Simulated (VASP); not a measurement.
A run of VASP 6.6.1:

Contents of INCAR:

```
PREC = Normal ; ENCUT = 520
EDIFF = 1E-4 ; ISMEAR = 0
SIGMA = 0.15 ; LREAL = F
LASPH = T ; NELM = 60
ALGO = Fast ; ISIF = 3
LWAVE = F ; LCHARG = F
GGA = PE ; IBRION = 2
NSW = 24 ; EDIFFG = -0.08
```

The input KPOINTS:

```
regular mesh
0
Gamma
  3 3 2
```

File POSCAR:

```
Sb2Se5
1.0
    5.7809152200      0.0000000000      0.0000000000
   -2.8904576100      5.0064194400      0.0000000000
    0.0000000000      0.0000000000      7.5946273600
Sb Se
2 5
Direct
    0.0000000000      0.0000000000      0.0000000000
    0.3333333300      0.6666666700      0.0000000000
    0.0000000000      0.0000000000      0.6696015700
    0.0000000000      0.0000000000      0.3303984300
    0.5497420400      0.4502579600      0.5000000000
    0.5497420400      0.0994840800      0.5000000000
    0.9005159200      0.4502579600      0.5000000000
```

Potentials or basis: VASP PAW PBE potentials, release 64 (Sb, Se).

Run with:

```bash
$ cat potpaw_PBE.64/Sb/POTCAR potpaw_PBE.64/Se/POTCAR > POTCAR
$ mpirun -np 1 vasp_std > vasp.out
```

Hardware: 1 thread of Intel(R) Xeon(R) Platinum 8488C (Sapphire Rapids), on a shared host.

Question: Estimate the wall time of this run.

Answer: Run time: 3.4 min on 1 thread of Intel(R) Xeon(R) Platinum 8488C (Sapphire Rapids), on a shared host, peak memory 0.23 GiB. Counts: scf iterations 147, k points 6, ion steps 17.
